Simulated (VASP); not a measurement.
# A VASP study of SnAs (r2SCAN + rVV10): structure first, properties next, part 2 of 2

How well does r2SCAN + rVV10 reproduce what experiment finds for SnAs? The cell is relaxed first, and properties follow on it. Left out of this account: 1 further run (core levels: core levels are not valid at this level). The start is a computed cell from the Materials Project.

VASP 6.6.1, plane waves and PAW; the level of theory is named at each step.

Still holding for the runs below: This run has no spin polarisation. Its electron count is odd, so without a moment it is a metal by construction.

So far. Step 6 (Density of states (r2SCAN + rVV10)): The finer mesh and the other smearing move the Fermi level by +0.08 eV from the 8×8×8 run, one measure of the sampling error in the zero of the bands above. Of the states within 0.3 eV of the Fermi level, the largest shares in the PAW spheres are As p 23 %, Sn p 16 % and Sn s 14 %. The rest lies in smaller channels or between the spheres. The relaxed cell has a = 5.734 Å (conventional setting).

## (8) Bands along the symmetry lines (r2SCAN + rVV10 + SOC)

This step: r2SCAN with rVV10, spin-orbit coupling; plane waves and PAW (Sn_d, As) (VASP 6.6.1).

Levels along the symmetry lines show where the bands peak and cross; KPOINTS_OPT computes them in the converged potential. Spin-orbit coupling needs spinors and the noncollinear program, where each band holds one electron.

Input file INCAR:

```
SYSTEM = SnAs
PREC = Accurate
ENCUT = 400
EDIFF = 1E-06
NELM = 100
ISMEAR = 0
SIGMA = 0.05
LREAL = .FALSE.
ALGO = Normal
METAGGA = R2SCAN
LUSE_VDW = .TRUE.
IVDW_NL = 2
BPARAM = 11.95
CPARAM = 0.0093
LASPH = .TRUE.
LNONCOLLINEAR = .TRUE.
MAGMOM = 0 0 0 0 0 0
NBANDS = 30
GGA_COMPAT = .FALSE.
LSORBIT = .TRUE.
LORBIT = 11
LWAVE = .FALSE.
LCHARG = .FALSE.
KPAR = 2
```

Input file POSCAR:

```
SnAs
1.0
    0.0000000000      2.8671404637      2.8671404637
    2.8671404637      0.0000000000      2.8671404637
    2.8671404637      2.8671404637      0.0000000000
Sn As
1 1
Direct
    0.5000000000      0.5000000000      0.5000000000
    0.0000000000      0.0000000000      0.0000000000
```

Input file KPOINTS:

```
Automatic mesh
0
Gamma
7 7 7
0 0 0
```

Input file KPOINTS_OPT:

```
Line mode
16
Line-mode
Reciprocal
  0.00000000   0.00000000   0.00000000 GAMMA
  0.50000000   0.00000000   0.50000000 X

  0.50000000   0.00000000   0.50000000 X
  0.50000000   0.25000000   0.75000000 W

  0.50000000   0.25000000   0.75000000 W
  0.37500000   0.37500000   0.75000000 K

  0.37500000   0.37500000   0.75000000 K
  0.00000000   0.00000000   0.00000000 GAMMA

  0.00000000   0.00000000   0.00000000 GAMMA
  0.50000000   0.50000000   0.50000000 L

  0.50000000   0.50000000   0.50000000 L
  0.62500000   0.25000000   0.62500000 U

  0.62500000   0.25000000   0.62500000 U
  0.50000000   0.25000000   0.75000000 W

  0.50000000   0.25000000   0.75000000 W
  0.50000000   0.50000000   0.50000000 L

  0.50000000   0.50000000   0.50000000 L
  0.37500000   0.37500000   0.75000000 K

  0.62500000   0.25000000   0.62500000 U
  0.50000000   0.00000000   0.50000000 X
```

The projector-augmented-wave data sets are Sn_d and As (PBE family, release 64).

Launch:

```sh
> mpirun -np 2 vasp_ncl
```

Wall time 22 min (2 MPI ranks of AMD EPYC 7R43, shared host); peak memory 0.76 GiB.

Numbers from this step:

```
SCF cycles              : 13
bands                   : 30
irreducible k-points    : 20
free energy (TOTEN)     : -39.12 eV
energy at zero smearing : -39.12 eV
Fermi energy            : 7.004 eV
pressure                : -0.01709 GPa
```

On-site spin-orbit energy by atom:

```tsv
atom	on-site spin-orbit energy (eV)
Sn1	-0.0906
As2	-0.0255
```

Electronic bands along the path, in eV, zero at the Fermi level; # counts the bands kept:

```tsv
point	#3	#4	#5	#6	#7	#8	#9	#10
Γ	-1.67	-1.67	-1.24	-1.24	-1.24	-1.24	5.17	5.17
0.47 of the way	-2.71	-2.71	-2.44	-2.44	-0.71	-0.71	3.80	3.80
X	-5.74	-5.74	-3.76	-3.76	-3.51	-3.51	2.95	2.95
0.47 of the way	-5.95	-5.95	-4.12	-4.12	-1.98	-1.98	3.84	3.84
W	-5.19	-5.19	-5.14	-5.14	0.79	0.79	2.22	2.22
0.47 of the way	-5.51	-5.51	-4.29	-4.29	-0.37	-0.37	3.37	3.37
K	-5.65	-5.65	-2.98	-2.98	-1.93	-1.93	4.74	4.74
0.47 of the way	-3.41	-3.41	-0.67	-0.67	1.28	1.28	1.85	1.85
Γ	-1.67	-1.67	-1.24	-1.24	-1.24	-1.24	5.17	5.17
0.53 of the way	-1.35	-1.35	-1.10	-1.10	0.79	0.79	2.62	2.62
L	-0.96	-0.96	-0.78	-0.78	0.89	0.89	1.30	1.30
0.53 of the way	-3.74	-3.74	-2.05	-2.05	-0.67	-0.67	3.08	3.08
U	-5.65	-5.65	-2.98	-2.98	-1.93	-1.93	4.74	4.74
0.47 of the way	-5.54	-5.54	-4.11	-4.11	-0.61	-0.61	3.60	3.60
W	-5.19	-5.19	-5.14	-5.14	0.79	0.79	2.22	2.22
0.47 of the way	-3.83	-3.83	-3.29	-3.29	0.58	0.58	1.70	1.70
L	-0.96	-0.96	-0.78	-0.78	0.89	0.89	1.30	1.30
0.47 of the way	-3.33	-3.33	-1.87	-1.87	-0.44	-0.44	2.77	2.77
K	-5.65	-5.65	-2.98	-2.98	-1.93	-1.93	4.74	4.74
jump to U	-5.65	-5.65	-2.98	-2.98	-1.93	-1.93	4.74	4.74
0.53 of the way	-6.06	-6.06	-3.51	-3.51	-3.00	-3.00	3.42	3.42
X	-5.74	-5.74	-3.76	-3.76	-3.51	-3.51	2.95	2.95
```

Of the projections kept (Sn, As), the largest for each band there; the rest of the weight can lie on other orbitals:

```tsv
point	#3	#4	#5	#6	#7	#8	#9	#10
Γ	As 0.68	As 0.68	As 0.69	As 0.69	As 0.69	As 0.69	Sn 0.77	Sn 0.77
X	Sn 0.84	Sn 0.84	As 0.56	As 0.56	As 0.56	As 0.56	Sn 0.67	Sn 0.67
W	Sn 0.51	Sn 0.51	As 0.51	As 0.51	As 0.68	As 0.68	Sn 0.83	Sn 0.83
K	Sn 0.51	Sn 0.51	As 0.58	As 0.58	Sn 0.61	Sn 0.61	As 0.65	As 0.65
Γ	As 0.68	As 0.68	As 0.69	As 0.69	As 0.69	As 0.69	Sn 0.77	Sn 0.77
L	As 0.87	As 0.87	As 0.86	As 0.86	Sn 0.73	Sn 0.73	Sn 0.80	Sn 0.80
```

There is no gap at this level.

Of the bands kept, 2 cross the Fermi level on this path (spinor bands, one electron each).

## (9) Outcome

| Item | Value |
| --- | --- |
| relaxed volume | 23.57 Å³/atom |
| relaxed conventional cell a, b, c | 5.734, 5.734, 5.734 Å |
| space group after relaxing, within 0.02 Å | Fm-3m (No. 225) |
| band gap | none, a metal |
| DOS at the Fermi level | 0.715 states/eV/cell |
| highest zone-centre mode | 86.8 cm⁻¹ |
| band gap (r2SCAN + rVV10 + SOC) | none, a metal |

In words: With r2SCAN + rVV10, SnAs relaxes to 23.57 Å³/atom in space group Fm-3m (held by the symmetry of the run) and comes out as a metal. Band structure (r2SCAN + rVV10): Of the bands kept, 1 crosses the Fermi level on this path. Zone-centre phonons (r2SCAN + rVV10): The highest mode in this list at Γ, 86.8 cm⁻¹, has its largest share on As (60 % of the kinetic energy). Bands along the symmetry lines (r2SCAN + rVV10 + SOC): Of the bands kept, 2 cross the Fermi level on this path (spinor bands, one electron each). The k-sampling is coarse for a metal, so the Fermi level, pressures and the shape of the cell carry errors. With an odd electron count and no spin the cell is a metal by construction. Modes at Γ alone can't show that the crystal is stable at other wave vectors. No search among competing phases was made, and a listed structure need not be the one stable at ambient conditions. All values are for a static lattice at zero temperature.

Calculation against experiment:

```
              quantity  measured  r2SCAN with rVV10
lattice constant a (Å)     5.721     5.734 (+0.2 %)
```

Measured values from arxiv:2202.10664 (2022).

How well it matches: The lattice constant a is off by +0.2 %: good agreement. The grades are ours: good and fair within 0.7 and 1.5 % for the lattice constant a. Zero-point motion and thermal expansion are not in the computed lattice constants.

[Lines on the potential files, build, host, timing and source positions are cut from VASP's logs without a mark.]

[Logs are printed without paths, hosts, clocks, repeated set-up lines and the standing remarks that a program may print on its own settings, such as how far it seeks lower states.]

[Hosts, paths, dates, database ids (printed as entryN), source tags and the programs' standing remarks are cut or masked in the printed files.]

[A measured line is paired with the nearest computed mode of its activity, which favours agreement.]
